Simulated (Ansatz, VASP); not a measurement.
**One calculation of HfOs3, two programs**

The input INCAR:

```
  PREC = Accurate
  ENCUT = 520
  EDIFF = 1E-6
  ISMEAR = -1
  SIGMA = 0.1
  LREAL = False
  LASPH = True
  NELM = 100
  ALGO = Normal
  ISIF = 2
  LWAVE = False
  LCHARG = True
  GGA = B5
  ALDAX = 1.0
  AGGAX = 1.0
  AGGAC = 1.0
  ALDAC = 0.0
  LELF = True
  LVHAR = True
  NBANDS = 25
```

KPOINTS

```
Automatic mesh
0
Gamma
  6 6 6
```

The input POSCAR:

```
HfOs3
1.0
    3.9735610000      0.0000000000      0.0000000000
    0.0000000000      3.9735610000      0.0000000000
    0.0000000000      0.0000000000      3.9735610000
Hf Os
1 3
Direct
    0.0000000000      0.0000000000      0.0000000000
    0.5000000000      0.5000000000      0.0000000000
    0.5000000000      0.0000000000      0.5000000000
    0.0000000000      0.5000000000      0.5000000000
```

Input for Ansatz:

```yaml
crystal:
  lattice:
    - [3.973561, 0.0, 0.0]
    - [0.0, 3.973561, 0.0]
    - [0.0, 0.0, 3.973561]
  atoms:
    - { symbol: Hf, position: [0.0, 0.0, 0.0] }
    - { symbol: Os, position: [0.5, 0.5, 0.0] }
    - { symbol: Os, position: [0.5, 0.0, 0.5] }
    - { symbol: Os, position: [0.0, 0.5, 0.5] }
kpoints:
  mp_grid:
    grid: [6, 6, 6]
hamiltonian:
  xc: blyp
scf:
  occupations:
    method: fermi_dirac
output:
  stress: true
  eigenvalues: true
```

The cell comes from a database or a generator and needn't be the stable form of this composition.

Alike in both runs: task single point; functional BLYP; k mesh 6 × 6 × 6; no spin polarisation.

```csv
,VASP,Ansatz
version,VASP 6.6.1,Ansatz 0.2.0
potentials or method,"VASP PAW PBE potentials, release 64 (Hf_pv, Os)","plane waves, PAW"
plane-wave cutoff (eV),520,420
occupations,"fermi-dirac, width 0.1 eV",fermi-dirac
valence electrons in the cell,34,74
```

|  | VASP | Ansatz | Ansatz less VASP |
| --- | --- | --- | --- |
| gap on the k mesh at the Fermi level (eV) | none | none | - |
| pressure (GPa) | 14.0 | 12.6 | -1.45 |

A gap of «none» marks a metal or a gap that the smearing closes. The two sets of potentials don't hold the same shells in valence.

Caveats: the PAW data sets were made with another functional, which shifts forces and pressure a little (VASP). The runs have no spin-orbit coupling, so splittings on Hf, Os are missing.
